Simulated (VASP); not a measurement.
The input files of a VASP run:

**POSCAR**
```
CsPbCl3
1.0
  5.0003130009   0.0000000000   0.0000000000
  0.0000000000   5.0003130009   0.0000000000
  0.0000000000   0.0000000000   5.0003130009
Cs Pb Cl
1 1 3
Cart
  0.0000000000   0.0000000000   0.0000000000
  2.5001565005   2.5001565005   2.5001565005
  2.5001565005   0.0000000000   2.5001565005
  0.0000000000   2.5001565005   2.5001565005
  2.5001565005   2.5001565005   0.0000000000
```

### KPOINTS
```
Automatic mesh
0
Gamma
6 6 6
0 0 0
```

### INCAR
```
ALGO=Normal
EDIFF=1E-6
EDIFFG=-0.02
ENCUT=500
GGA=PS
IBRION=2
ISIF=3
ISMEAR=1
LASPH=.TRUE.
LCHARG=.FALSE.
LMAXMIX=4
LREAL=.FALSE.
LWAVE=.FALSE.
NELM=100
NSW=40
PREC=Accurate
PSTRESS=200
SIGMA=0.1
SYSTEM=CsPbCl3
```

POTCAR, in this order: Cs_sv Pb_d Cl (PBE.64 set). Program: vasp_std.

Question: Write an equivalent input for Quantum ESPRESSO's pw.x.

Answer: One equivalent input (not run):
```
&CONTROL
  calculation = 'vc-relax'
  pseudo_dir = './pseudo'
  outdir = './out'
  tprnfor = .true.
  tstress = .true.
  nstep = 40
  forc_conv_thr = 0.00078
/
&SYSTEM
  ibrav = 0
  nat = 5
  ntyp = 3
  ecutwfc = 62.5
  occupations = 'smearing'
  smearing = 'methfessel-paxton'
  degauss = 0.00735
  input_dft = 'pbesol'
/
&ELECTRONS
  conv_thr = 7.3e-08
  electron_maxstep = 100
/
&IONS
/
&CELL
  press = 200
/
ATOMIC_SPECIES
  Cs 132.905 Cs.upf
  Pb 207.200 Pb.upf
  Cl 35.450 Cl.upf
CELL_PARAMETERS angstrom
     5.0003130    0.0000000   -0.0000000
     0.0000000    5.0003130   -0.0000000
     0.0000000    0.0000000    5.0003130
ATOMIC_POSITIONS crystal
  Cs   0.0000000  0.0000000  0.0000000
  Pb   0.5000000  0.5000000  0.5000000
  Cl   0.5000000  0.0000000  0.5000000
  Cl   0.0000000  0.5000000  0.5000000
  Cl   0.5000000  0.5000000  0.0000000
K_POINTS automatic
  6 6 6 0 0 0
```
What does not carry over: the potentials are each code's own (VASP's PAW set, PseudoDojo norm-conserving files in pw.x), so ENCUT and ecutwfc are chosen apart and not converted; conv_thr bounds pw.x's estimated SCF error, while EDIFF bounds the energy change between steps; forc_conv_thr acts on force components and is met together with etot_conv_thr.

The compound is CsPbCl3 in the cubic perovskite structure, the ideal cubic form; the compound distorts at low or room temperature. This run relaxes it under an external pressure of 20 GPa. Symmetry was kept, so distortions that lower it aren't found.
